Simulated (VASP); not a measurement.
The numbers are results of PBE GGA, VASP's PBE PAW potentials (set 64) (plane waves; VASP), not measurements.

The input files of a VASP run:

File POSCAR:
```
HfB2
6.8575780
  0.2242635811  -0.3953102684   0.0000000000
  0.2242635811   0.3953102684   0.0000000000
  0.0000000000   0.0000000000   0.5000000000
Hf B
1 2
direct
  0.0000000000   0.0000000000   0.0000000000
  0.3333330000   0.6666670000   0.5000000000
  0.6979980000   0.3646640000   0.5000000000
```

### INCAR
```
KSPACING  =  0.8
LREAL  =  F   # projection in real space or not
LWAVE  =  F
LMAXMIX  =  6   # l cut-off of mixed one-centre charges
EDIFF  =  1E-6   # SCF stop (eV)
ISMEAR  =  1   # Methfessel-Paxton
ISIF  =  2   # forces and stress, cell fixed
PREC  =  Accurate
SYSTEM  =  HfB2
ENCUT  =  520
LCHARG  =  F
KGAMMA  =  T
LASPH  =  T   # aspherical one-centre terms
SIGMA  =  0.1
ALGO  =  Normal   # blocked Davidson
NELM  =  100   # most electronic steps
GGA  =  PE
```

POTCAR, in this order: Hf_pv B (PBE.64 set). Program: vasp_std.

Question: What does the run give for the energy per atom (σ→0), pressure, largest force?

Answer: 
| Item | Result |
|---|---|
| energy per atom (σ→0) | -8.783 eV/atom |
| pressure | 11.78 GPa |
| largest force | 1.423 eV/Å |

**OSZICAR**
```
...
DAV:   7    -0.264331108778E+02    0.46589E-01   -0.18722E+00   308   0.950E+00    0.134E+01
DAV:   8    -0.263595845770E+02    0.73526E-01   -0.64522E-01   268   0.567E+00    0.292E+00
DAV:   9    -0.263476665760E+02    0.11918E-01   -0.68361E-02   280   0.196E+00    0.351E-01
DAV:  10    -0.263474508163E+02    0.21576E-03   -0.23146E-03   304   0.413E-01    0.481E-01
DAV:  11    -0.263474634336E+02   -0.12617E-04   -0.78964E-05   296   0.825E-02    0.136E-01
DAV:  12    -0.263474604351E+02    0.29985E-05   -0.35324E-06   292   0.167E-02    0.276E-02
DAV:  13    -0.263474606756E+02   -0.24053E-06   -0.46991E-07   180   0.613E-03
   1 F= -.26347461E+02 E0= -.26347604E+02  d E =0.429474E-03
```

The compound is HfB2 in the AlB2 type structure. The cell was not relaxed at this level, atoms are displaced from their ideal sites. The run is one of a series of settings (KGAMMA = .TRUE., KSPACING = 0.8, KPOINTS file removed against the base run), some of them coarse on purpose.
